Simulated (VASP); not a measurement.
Input:

```
Be
1.0
    1.13346    -1.96321     0.00000
    1.13346     1.96321     0.00000
    0.00000     0.00000     3.55783
Be
2
Direct
  0.33333   0.66667   0.25000
  0.66667   0.33333   0.75000
```

Level of theory: PBE GGA, VASP's PBE PAW potentials (set 64) (plane waves; VASP). Numerical set-up: 520 eV cut-off, 21×21×12 Γ-centred mesh, tetrahedra with Blöchl corrections, potentials Be.

What does the run give for the energy per atom (σ→0), band gap (on the k-mesh) with the smallest direct gap where there is one?

The band gap (on the k-mesh) comes out as none (metal, semimetal or under 0.01 eV) and the energy per atom (σ→0) is -3.766 eV/atom.

Only differences to runs with the same potentials and settings are physical.

The compound is Be in the hcp structure. It was relaxed first.
